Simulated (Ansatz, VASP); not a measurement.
# Two plane-wave programs on As3Se2

Contents of INCAR:

```
SYSTEM = As3Se2
  PREC = Accurate
  ENCUT = 520
  EDIFF = 1E-6
  ISMEAR = 0
  SIGMA = 0.1
  LREAL = .FALSE.
  LASPH = .TRUE.
  NELM = 100
  ALGO = Normal
  ISIF = 2
  LWAVE = .FALSE.
  LCHARG = .TRUE.
  GGA = PE
  LELF = .TRUE.
  LVHAR = .TRUE.
  NBANDS = 22
```

Contents of KPOINTS:

```
regular mesh
0
G
  6 6 4
  0 0 0
```

The input POSCAR:

```
As3Se2
1.0
    4.8410696000      0.0000000000      0.0000000000
   -2.4205348000      4.1924892600      0.0000000000
    0.0000000000      0.0000000000      5.9446580500
As Se
3 2
Direct
    0.0000000000      0.0000000000      0.7454000100
    0.0000000000      0.0000000000      0.2545999900
    0.6666666700      0.3333333300      0.0000000000
    0.6666666700      0.3333333300      0.5000000000
    0.3333333300      0.6666666700      0.0000000000
```

Input for Ansatz:

```yaml
crystal:
  lattice:
    - [4.8410696, 0.0, 0.0]
    - [-2.4205348, 4.19248926, 0.0]
    - [0.0, 0.0, 5.94465805]
  atoms:
    - { symbol: As, position: [0.0, 0.0, 0.74540001] }
    - { symbol: As, position: [0.0, 0.0, 0.25459999] }
    - { symbol: As, position: [0.66666667, 0.33333333, 0.0] }
    - { symbol: Se, position: [0.66666667, 0.33333333, 0.5] }
    - { symbol: Se, position: [0.33333333, 0.66666667, 0.0] }
basis:
  ecutwfc: 420
kpoints:
  mp_grid: { grid: [6, 6, 4] }
hamiltonian:
  xc: pbe
scf:
  occupations: { method: gaussian, width: 0.1 }
  lower_state_search: "off"
output:
  forces: true
  stress: true
  eigenvalues: true
```

Change from the starting cell: species swapped into the Fe3Ge2 type (P-6m2, No. 187).

Alike in both runs: task single point; functional PBE; k mesh 6 × 6 × 4; occupations gaussian, width 0.1 eV; no spin polarisation.

|  | VASP | Ansatz |
| --- | --- | --- |
| version | VASP 6.6.1 | Ansatz 0.2.0 |
| potentials or method | VASP PAW PBE potentials, release 64 (As, Se) | scalar-relativistic, plane waves, PAW |
| plane-wave cutoff (eV) | 520 | 420 |
| valence electrons in the cell | 27 | 77 |

```csv
,VASP,Ansatz,Ansatz less VASP
gap on the k mesh at the Fermi level (eV),none,none,-
pressure (GPa),-4.7,-4.7,0.00
largest component of the traceless stress (GPa),2.30,2.30,-0.001
rms of the force components (eV/Å),0.101,0.101,+0.0004
```

Atom by atom the forces differ by 0.000 eV/Å (rms over components). A gap of «none» marks a metal or a gap that the smearing closes. The two sets of potentials don't hold the same shells in valence.
